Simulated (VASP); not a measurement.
Write the native input for VASP 6.6.1 that does the following.

| Property | Result |
| --- | --- |
| Task | band structure |
| Functional | PBE |
| Potentials or basis | VASP PAW PBE potentials, release 64 (Mg, O) |
| Cutoff | 700 eV |
| k mesh | 12 × 12 × 12 |
| Occupations | gaussian, width 0.02 eV |
| Spin | no spin polarisation |
| Further INCAR settings | ALGO = Normal; EDIFF = 1e-06; NBANDS = 11 |

Crystal: MgO.

```
CELL_PARAMETERS angstrom
0.00000 2.12214 2.12214
2.12214 0.00000 2.12214
2.12214 2.12214 0.00000
ATOMIC_POSITIONS crystal
Mg 0.00000 0.00000 0.00000
O 0.50000 0.50000 0.50000
```

The cell was built by a generator and needn't be a form met in nature.

The input as run:

POSCAR

```
MgO                                     
1.0
   -0.0000000000      2.1221397804      2.1221397804
    2.1221397804      0.0000000000      2.1221397804
    2.1221397804      2.1221397804      0.0000000000
  Mg              O             
     1     1
Direct
     0.0000000000000000    0.0000000000000000    0.0000000000000000
     0.5000000000000000    0.5000000000000000    0.5000000000000000
```

INCAR.step1

```
ALGO     = Normal         # electronic algorithm
EDIFF    = 1E-6           # SCF threshold, eV
ENCUT    = 700            # plane-wave cutoff, eV
GGA      = PE             # functional
ISIF     = 2              # what is computed and relaxed
ISMEAR   = 0              # smearing method
LASPH    = True           # aspherical terms in the spheres
LCHARG   = True           # write CHGCAR
LREAL    = False          # projectors in reciprocal space
LWAVE    = False          # write WAVECAR
NBANDS   = 11             # bands
NELM     = 100            # most SCF steps
PREC     = Accurate       # precision mode
SIGMA    = 0.02           # smearing width, eV
```

KPOINTS.step1

```
k-points
0
Gamma
  12 12 12
```

INCAR.step2

```
ALGO     = Normal         # electronic algorithm
EDIFF    = 1E-6           # SCF threshold, eV
ENCUT    = 700            # plane-wave cutoff, eV
GGA      = PE             # functional
ICHARG   = 11             # starting density
ISIF     = 2              # what is computed and relaxed
ISMEAR   = 0              # smearing method
LASPH    = True           # aspherical terms in the spheres
LCHARG   = False          # write CHGCAR
LREAL    = False          # projectors in reciprocal space
LWAVE    = False          # write WAVECAR
NBANDS   = 11             # bands
NELM     = 100            # most SCF steps
PREC     = Accurate       # precision mode
SIGMA    = 0.05           # smearing width, eV
```

KPOINTS.step2

```
path GXWKGLUWLK,UX
20
line-mode
reciprocal
 0.0000000000  0.0000000000  0.0000000000  G
 0.5000000000  0.0000000000  0.5000000000  X

 0.5000000000  0.0000000000  0.5000000000  X
 0.5000000000  0.2500000000  0.7500000000  W

 0.5000000000  0.2500000000  0.7500000000  W
 0.3750000000  0.3750000000  0.7500000000  K

 0.3750000000  0.3750000000  0.7500000000  K
 0.0000000000  0.0000000000  0.0000000000  G

 0.0000000000  0.0000000000  0.0000000000  G
 0.5000000000  0.5000000000  0.5000000000  L

 0.5000000000  0.5000000000  0.5000000000  L
 0.6250000000  0.2500000000  0.6250000000  U

 0.6250000000  0.2500000000  0.6250000000  U
 0.5000000000  0.2500000000  0.7500000000  W

 0.5000000000  0.2500000000  0.7500000000  W
 0.5000000000  0.5000000000  0.5000000000  L

 0.5000000000  0.5000000000  0.5000000000  L
 0.3750000000  0.3750000000  0.7500000000  K

 0.6250000000  0.2500000000  0.6250000000  U
 0.5000000000  0.0000000000  0.5000000000  X
```

Potentials or basis: VASP PAW PBE potentials, release 64 (Mg, O).

The run is started by

```bash
$ cat potpaw_PBE.64/Mg/POTCAR potpaw_PBE.64/O/POTCAR > POTCAR
$ cp INCAR.step1 INCAR
$ cp KPOINTS.step1 KPOINTS
$ mpirun -np 1 vasp_std > vasp.out
$ cp INCAR.step2 INCAR
$ cp KPOINTS.step2 KPOINTS
$ mpirun -np 1 vasp_std > vasp.out
```

Results of the run:

| Quantity | Value |
| --- | --- |
| Band gap on the k mesh | 4.51 eV, direct |
| Band gap along the path | 4.51 eV, direct |

Caveat: the log is that of the step along the path at fixed density, whose energy, stress, charges and moments have no meaning.

Run time: 48 s on 1 thread of Intel(R) Xeon(R) Platinum 8259CL CPU @ 2.50GHz (Skylake/Cascade Lake), with other jobs on the host, peak memory 0.2 GiB.
